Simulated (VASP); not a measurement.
Method: PBE GGA, VASP's PBE PAW potentials (set 64) (plane waves; VASP).

VASP ran on this input.

**KPOINTS**
```
Automatic mesh
0
Gamma
5 5 8
0 0 0
```

INCAR:
```
ALGO = Normal   # blocked Davidson
ISMEAR = 0   # Gaussian
LREAL = .FALSE.   # projection in real space or not
ENCUT = 620
LWAVE = .FALSE.
LMAXMIX = 4
NELM = 100
EDIFF = 1E-6   # SCF stop (eV)
NSW = 40   # most ionic steps
LCHARG = .FALSE.
PREC = Accurate
IBRION = 2
LASPH = .TRUE.   # aspherical one-centre terms
SIGMA = 0.05   # width (eV)
ISIF = 3   # ions, shape and volume
SYSTEM = TiO2
EDIFFG = -0.02
GGA = PE   # PBE
```

File POSCAR:
```
TiO2
1.0
  4.6434708116   0.0000000000   0.0000000000
  0.0000000000   4.6434708116   0.0000000000
  0.0000000000   0.0000000000   2.9671977191
Ti O
2 4
Cartesian
  0.0000000000   0.0000000000   0.0000000000
  2.3217354058   2.3217354058   1.4835988596
  1.4161767554   1.4161767554   0.0000000000
  3.7379121612   0.9055586504   1.4835988596
  0.9055586504   3.7379121612   1.4835988596
  3.2272940562   3.2272940562   0.0000000000
```

POTCAR, in this order: Ti_sv O (PBE.64 set). Program: vasp_std.

The resulting files:

OSZICAR:
```
       N       E                     dE             d eps       ncg     rms          rms(c)
DAV:   1     0.728251662292E+03    0.72825E+03   -0.27838E+04  1680   0.228E+03
DAV:   2     0.643955082856E+02   -0.66386E+03   -0.64282E+03  1780   0.623E+02
DAV:   3    -0.653166060556E+02   -0.12971E+03   -0.12546E+03  2616   0.229E+02
DAV:   4    -0.711134953451E+02   -0.57969E+01   -0.57905E+01  2340   0.533E+01
DAV:   5    -0.713410841698E+02   -0.22759E+00   -0.22753E+00  2412   0.861E+00    0.316E+01
DAV:   6    -0.543212385412E+02    0.17020E+02   -0.12125E+02  2044   0.103E+02    0.123E+01
DAV:   7    -0.538663779104E+02    0.45486E+00   -0.18794E+01  2104   0.343E+01    0.771E+00
DAV:   8    -0.539303845603E+02   -0.64007E-01   -0.55585E+00  2084   0.211E+01    0.480E+00
DAV:   9    -0.536778486123E+02    0.25254E+00   -0.22837E+00  2116   0.129E+01    0.118E+00
DAV:  10    -0.536877545990E+02   -0.99060E-02   -0.11446E-01  2084   0.272E+00    0.219E-01
DAV:  11    -0.536876378053E+02    0.11679E-03   -0.59088E-03  2244   0.531E-01    0.112E-01
DAV:  12    -0.536875740705E+02    0.63735E-04   -0.62725E-04  2264   0.171E-01    0.643E-02
DAV:  13    -0.536875231499E+02    0.50921E-04   -0.21775E-04  2240   0.103E-01    0.821E-03
DAV:  14    -0.536875243323E+02   -0.11823E-05   -0.89052E-06  1952   0.241E-02    0.344E-03
DAV:  15    -0.536875249109E+02   -0.57863E-06   -0.14350E-06  1272   0.845E-03
   1 F= -.53687525E+02 E0= -.53687525E+02  d E =-.536875E+02
```

### OUTCAR
```
------------------------ aborting loop because EDIFF is reached ----------------------------------------
  FORCE on cell =-STRESS in cart. coord.  units (eV):
  Direction    XX          YY          ZZ          XY          YZ          ZX
  --------------------------------------------------------------------------------------
  Total        0.0131371      0.0131371     -0.0078732     -0.0000000      0.0000000      0.0000000
  in kB        0.3289855      0.3289855     -0.1971658     -0.0000000      0.0000000      0.0000000
  external PRESSURE =       0.1536018 kB  Pullay stress =       0.0000000 kB
  volume of cell :       63.98
      direct lattice vectors                 reciprocal lattice vectors
     4.643470812  0.000000000  0.000000000     0.215356151  0.000000000  0.000000000
     0.000000000  4.643470812  0.000000000     0.000000000  0.215356151  0.000000000
     0.000000000  0.000000000  2.967197719     0.000000000  0.000000000  0.337018323
 POSITION                                       TOTAL-FORCE (eV/Angst)
 -----------------------------------------------------------------------------------
      0.00000      0.00000      0.00000        -0.000000      0.000000      0.000000
      2.32174      2.32174      1.48360        -0.000000      0.000000      0.000000
      1.41618      1.41618      0.00000        -0.001297     -0.001297     -0.000000
      3.73791      0.90556      1.48360        -0.001297      0.001297      0.000000
      0.90556      3.73791      1.48360         0.001297     -0.001297     -0.000000
      3.22729      3.22729      0.00000         0.001297      0.001297      0.000000
 -----------------------------------------------------------------------------------
    total drift:                                0.000000      0.000000     -0.000000
  FREE ENERGIE OF THE ION-ELECTRON SYSTEM (eV)
  ---------------------------------------------------
  free  energy   TOTEN  =       -53.6875249109 eV

  energy  without entropy=      -53.6875249109  energy(sigma->0) =      -53.68752491

 reached required accuracy - stopping structural energy minimisation
```
(Selected blocks of OUTCAR.)

**OUTCAR**
```
 val. band max:        4.5693111129   @ k =   0.0000   0.0000   0.0000

 cond. band min:       6.3944531309   @ k =   0.0000   0.0000   0.0000


 Fermi energy:         4.8428659561

 k-point     1 :       0.0000    0.0000    0.0000
  band No.  band energies     occupation
      1     -52.4023      2.00000
      2     -52.3875      2.00000
      3     -28.6879      2.00000
      4     -28.6879      2.00000
      5     -28.5390      2.00000
      6     -28.5390      2.00000
      7     -28.4962      2.00000
      8     -28.4669      2.00000
      9     -13.5054      2.00000
     10     -12.3797      2.00000
     11     -11.7041      2.00000
     12     -11.7041      2.00000
     13      -1.0730      2.00000
     14      -0.6344      2.00000
     15      -0.1674      2.00000
     16       0.8608      2.00000
     17       0.8608      2.00000
     18       2.0588      2.00000
     19       2.0588      2.00000
     20       2.6708      2.00000
     21       3.8964      2.00000
     22       4.1348      2.00000
     23       4.1348      2.00000
     24       4.5693      2.00000
     25       6.3945      0.00000
     26       6.6771      0.00000
     27       6.9463      0.00000
     28       7.0209      0.00000

 k-point     2 :       0.2000    0.0000    0.0000
  band No.  band energies     occupation
      1     -52.4009      2.00000
      2     -52.3889      2.00000
      3     -28.6769      2.00000
      4     -28.6760      2.00000
      5     -28.5521      2.00000
      6     -28.5512      2.00000
      7     -28.4934      2.00000
      8     -28.4697      2.00000
      9     -13.3748      2.00000
     10     -12.4000      2.00000
     11     -11.8188      2.00000
     12     -11.7497      2.00000
     13      -0.8349      2.00000
     14      -0.4911      2.00000
     15       0.0823      2.00000
     16       0.8749      2.00000
     17       0.8841      2.00000
     18       1.8404      2.00000
     19       1.9911      2.00000
     20       2.6965      2.00000
...
```

The compound is TiO2 in the rutile structure. It was relaxed first.
